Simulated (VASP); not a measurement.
Method: LDA (Ceperley-Alder, Perdew-Zunger), VASP's LDA PAW potentials (set 64) (plane waves; VASP).

VASP ran on this input.

POSCAR:
```
Al
1.0
  0.0000000000   1.8534867435   1.8534867435
  1.8534867435   0.0000000000   1.8534867435
  1.8534867435   1.8534867435   0.0000000000
Al
1
Cartesian
  0.0000000000   0.0000000000   0.0000000000
```

INCAR:
```
NELM = 100   # most electronic steps
LREAL = .False.   # projection in real space or not
ENCUT = 500   # plane-wave cut-off (eV)
ISIF = 3   # ions, shape and volume
ALGO = Normal   # blocked Davidson
ISMEAR = 1
LASPH = .True.   # aspherical one-centre terms
LWAVE = .False.
NSW = 40   # most ionic steps
PREC = Accurate
EDIFF = 1E-6   # SCF stop (eV)
EDIFFG = -0.02
SYSTEM = Al
PSTRESS = 450
LCHARG = .False.
IBRION = 2
SIGMA = 0.1   # width (eV)
```

### KPOINTS
```
kpoints
0
G
17 17 17
0 0 0
```

POTCAR, in this order: Al (LDA.64 set). Program: vasp_std.

The resulting files:

### OUTCAR
```
 ion  position               nearest neighbor table
   1  0.000  0.000  0.000-
  LATTYP: Found a face centered cubic cell.
 ALAT       =     3.7069734870
 Subroutine PRICEL returns:
 Original cell was already a primitive cell.
 Subroutine GETGRP returns: Found 48 space group operations
The static configuration has the point symmetry O_h .
The dynamic configuration has the point symmetry O_h .
 Subroutine INISYM returns: Found 48 space group operations
 Subroutine IBZKPT returns following result:
 Found    165 irreducible k-points:

 Following reciprocal coordinates:
            Coordinates               Weight
  0.000000  0.000000  0.000000      1.000000
  0.058824  0.000000  0.000000      8.000000
  0.117647  0.000000  0.000000      8.000000
  0.176471  0.000000  0.000000      8.000000
  0.235294  0.000000  0.000000      8.000000
  0.294118  0.000000  0.000000      8.000000
  0.352941  0.000000  0.000000      8.000000
  0.411765  0.000000  0.000000      8.000000
  0.470588  0.000000  0.000000      8.000000
  0.058824  0.058824  0.000000      6.000000
  0.117647  0.058824  0.000000     24.000000
  0.176471  0.058824  0.000000     24.000000
  0.235294  0.058824  0.000000     24.000000
  0.294118  0.058824  0.000000     24.000000
  0.352941  0.058824  0.000000     24.000000
  0.411765  0.058824  0.000000     24.000000
  0.470588  0.058824  0.000000     24.000000
 -0.470588  0.058824  0.000000     24.000000
 -0.411765  0.058824  0.000000     24.000000
 -0.352941  0.058824  0.000000     24.000000
 -0.294118  0.058824  0.000000     24.000000
 -0.235294  0.058824  0.000000     24.000000
 -0.176471  0.058824  0.000000     24.000000
 -0.117647  0.058824  0.000000     24.000000
 -0.058824  0.058824  0.000000     12.000000
  0.117647  0.117647  0.000000      6.000000
  0.176471  0.117647  0.000000     24.000000
  0.235294  0.117647  0.000000     24.000000
  0.294118  0.117647  0.000000     24.000000
  0.352941  0.117647  0.000000     24.000000
  0.411765  0.117647  0.000000     24.000000
  0.470588  0.117647  0.000000     24.000000
 -0.470588  0.117647  0.000000     24.000000
 -0.411765  0.117647  0.000000     24.000000
 -0.352941  0.117647  0.000000     24.000000
 -0.294118  0.117647  0.000000     24.000000
 -0.235294  0.117647  0.000000     24.000000
 -0.176471  0.117647  0.000000     24.000000
 -0.117647  0.117647  0.000000     12.000000
  0.176471  0.176471  0.000000      6.000000
   k-points           NKPTS =    165   k-points in BZ     NKDIM =    165   number of bands    NBANDS=      5
   number of dos      NEDOS =    301   number of ions     NIONS =      1
   total plane-waves  NPLWV =   8000
   dimension x,y,z NGX =    20 NGY =   20 NGZ =   20
   dimension x,y,z NGXF=    40 NGYF=   40 NGZF=   40
   ions per type =               1
   PREC   = accura    normal or accurate (medium, high low for compatibility)
   ISTART =      0    job   : 0-new  1-cont  2-samecut
   ICHARG =      2    charge: 1-file 2-atom 10-const
   ISPIN  =      1    spin polarized calculation?
   LNONCOLLINEAR =      F non collinear calculations
   LSORBIT =      F    spin-orbit coupling
   INIWAV =      1    electr: 0-lowe 1-rand  2-diag
   ENCUT  =  500.0 eV  36.75 Ry    6.06 a.u.   4.78  4.78  4.78*2*pi/ulx,y,z
   NELM   =    100;   NELMIN=  2; NELMDL= -5     # of ELM steps
   EDIFF  = 0.1E-05   stopping-criterion for ELM
   LREAL  =      F    real-space projection
   NLSPLINE    = F    spline interpolate recip. space projectors
   LMAXMIX     =    2 max onsite mixed and CHGCAR
   VOSKOWN=      0    Vosko Wilk Nusair interpolation
...
```

File OSZICAR:
```
       N       E                     dE             d eps       ncg     rms          rms(c)
DAV:   1    -0.174106728838E+01   -0.17411E+01   -0.91255E+02  1840   0.326E+02
DAV:   2    -0.397904769143E+01   -0.22380E+01   -0.20766E+01  2135   0.340E+01
DAV:   3    -0.399801334836E+01   -0.18966E-01   -0.18950E-01  2170   0.324E+00
DAV:   4    -0.399805451513E+01   -0.41167E-04   -0.41168E-04  2165   0.143E-01
DAV:   5    -0.399805466216E+01   -0.14703E-06   -0.14580E-06  2185   0.642E-03    0.198E+00
DAV:   6    -0.397369731695E+01    0.24357E-01   -0.12171E-03  1855   0.227E-01    0.109E+00
DAV:   7    -0.395802763957E+01    0.15670E-01   -0.31757E-03  1750   0.366E-01    0.225E-01
DAV:   8    -0.395798373724E+01    0.43902E-04   -0.29059E-05  2400   0.494E-02    0.181E-02
DAV:   9    -0.395798343682E+01    0.30042E-06   -0.13661E-07  1600   0.292E-03
   1 F= -.38113630E+00 E0= -.38109608E+00  d E =-.381136E+00
       N       E                     dE             d eps       ncg     rms          rms(c)
DAV:   1    -0.329279174673E+01    0.66519E+00   -0.12520E+00  1995   0.858E+00    0.117E+00
DAV:   2    -0.328547944583E+01    0.73123E-02   -0.63757E-03  1785   0.778E-01    0.418E-01
DAV:   3    -0.328107402056E+01    0.44054E-02   -0.71164E-04  2050   0.186E-01    0.109E-01
DAV:   4    -0.328078174721E+01    0.29227E-03   -0.80367E-05  1975   0.624E-02    0.871E-02
DAV:   5    -0.328078036655E+01    0.13807E-05   -0.93316E-07  1740   0.936E-03    0.425E-04
DAV:   6    -0.328078036355E+01    0.30010E-08   -0.92884E-09   965   0.904E-04
   2 F= -.29347097E+00 E0= -.29331171E+00  d E =0.876653E-01
       N       E                     dE             d eps       ncg     rms          rms(c)
DAV:   1    -0.378102321991E+01   -0.50024E+00   -0.44504E-01  1925   0.490E+00    0.701E-01
DAV:   2    -0.377809547161E+01    0.29277E-02   -0.22836E-03  1810   0.451E-01    0.270E-01
DAV:   3    -0.377630838349E+01    0.17871E-02   -0.29800E-04  2055   0.117E-01    0.598E-02
DAV:   4    -0.377621695565E+01    0.91428E-04   -0.25075E-05  1995   0.341E-02    0.501E-02
DAV:   5    -0.377621632716E+01    0.62849E-06   -0.41397E-07  1320   0.590E-03
   3 F= -.42181438E+00 E0= -.42176555E+00  d E =-.406781E-01
       N       E                     dE             d eps       ncg     rms          rms(c)
DAV:   1    -0.376940552174E+01    0.68114E-02   -0.15337E-04  2000   0.906E-02    0.118E-02
DAV:   2    -0.376940466588E+01    0.85586E-06   -0.77534E-07  1600   0.838E-03
   4 F= -.42186217E+00 E0= -.42180933E+00  d E =-.407259E-01
```

OUTCAR:
```
------------------------ aborting loop because EDIFF is reached ----------------------------------------
  FORCE on cell =-STRESS in cart. coord.  units (eV):
  Direction    XX          YY          ZZ          XY          YZ          ZX
  --------------------------------------------------------------------------------------
  Total        3.3429506      3.3429506      3.3429506      0.0000000      0.0000000     -0.0000000
  in kB      449.3827252    449.3827252    449.3827252      0.0000000      0.0000000     -0.0000000
  external PRESSURE =      -0.6172748 kB  Pullay stress =     450.0000000 kB
  volume of cell :       11.92
      direct lattice vectors                 reciprocal lattice vectors
    -0.000000000  1.813001056  1.813001056    -0.275785829  0.275785829  0.275785829
     1.813001056  0.000000000  1.813001056     0.275785829 -0.275785829  0.275785829
     1.813001056  1.813001056  0.000000000     0.275785829  0.275785829 -0.275785829
 POSITION                                       TOTAL-FORCE (eV/Angst)
 -----------------------------------------------------------------------------------
      0.00000      0.00000      0.00000         0.000000     -0.000000     -0.000000
 -----------------------------------------------------------------------------------
    total drift:                               -0.000000     -0.000000     -0.000000
  FREE ENERGIE OF THE ION-ELECTRON SYSTEM (eV)
  ---------------------------------------------------
  free  energy   TOTEN  =        -3.7694046659 eV

  energy  without entropy=       -3.7692461384  energy(sigma->0) =       -3.76935182
  enthalpy is  TOTEN    =        -0.4218621733 eV   P V=        3.3475424926

 reached required accuracy - stopping structural energy minimisation
```
(Selected blocks of OUTCAR.)

File CONTCAR:
```
Al
   1.00000000000000
    -0.0000000000000000    1.8130010564207542    1.8130010564207542
     1.8130010564207542    0.0000000000000000    1.8130010564207542
     1.8130010564207542    1.8130010564207542    0.0000000000000000
  Al
     1
Direct
     0.0000000000000000    0.0000000000000000    0.0000000000000000
```

Energy and stress use the plane-wave basis of the starting cell.

The compound is Al in the fcc structure. This run relaxes it under an external pressure of 45 GPa. Symmetry was kept, so distortions that lower it aren't found.
